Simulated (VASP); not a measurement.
Input:

```xyz
3
Lattice="2.0607 -3.5692 0.0000 2.0607 3.5692 0.0000 0.0000 0.0000 6.5077" Properties=species:S:1:pos:R:3 pbc="T T T"
Sn     0.0000     0.0000     0.0000
Se     2.0607     1.1897     1.6596
Se     2.0607    -1.1897     4.8481
```

Calculation: vdW-DF2, VASP's PBE PAW potentials (set 64) (plane waves; VASP). Settings: 520 eV cut-off, 6×6×4 Γ-centred mesh, Gaussian smearing of 0.050 eV, potentials Sn_d Se.

### Question
The ions and cell shape at fixed volume are relaxed. Which structure does the run end with?

### Answer

```xyz
3
Lattice="2.0329 -3.5211 0.0000 2.0329 3.5211 0.0000 0.0000 0.0000 6.6866" Properties=species:S:1:pos:R:3 pbc="T T T"
Sn     0.0000     0.0000     0.0000
Se     2.0329     1.1737     1.6337
Se     2.0329    -1.1737     5.0529
```
Space group P-3m1 (164), at a tolerance of 0.03 Å.

### Question
How much energy does the relaxation gain?

### Answer
The energy (σ→0) changes by -6.5 meV/atom, in 7 ionic steps.

The compound is SnSe2 in the 1T layered structure. This cell is one point of a volume scan, at 1.06 of the reference volume. Symmetry was kept, so distortions that lower it aren't found.
